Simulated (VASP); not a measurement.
Given:

```xyz
1
Lattice="0.0000 1.9426 1.9426 1.9426 0.0000 1.9426 1.9426 1.9426 0.0000" Properties=species:S:1:pos:R:3 pbc="T T T"
Ir     0.0000     0.0000     0.0000
```

Computed with optB88-vdW, VASP's PBE PAW potentials (set 64) (plane waves; VASP 6.6.1). Run with 520 eV cut-off, Gaussian smearing of 0.050 eV, potentials Ir.

### Question
Give the energies of bands 1 to 6 at the high-symmetry points, in eV from the Fermi level.

### Answer

```csv
band,Γ,X,U,L,W
1,-10.62,-7.43,-6.52,-7.66,-5.85
2,-3.66,-6.89,-5.60,-3.75,-4.56
3,-3.66,0.80,-2.67,-3.75,-4.56
4,-3.66,1.38,-0.82,-0.47,-1.67
5,-1.14,1.38,0.57,0.83,1.38
6,-1.14,1.88,6.20,0.83,7.86
```

It has no gap at this level: it comes out as a metal or semimetal.

The compound is Ir in the fcc structure. It was relaxed first.
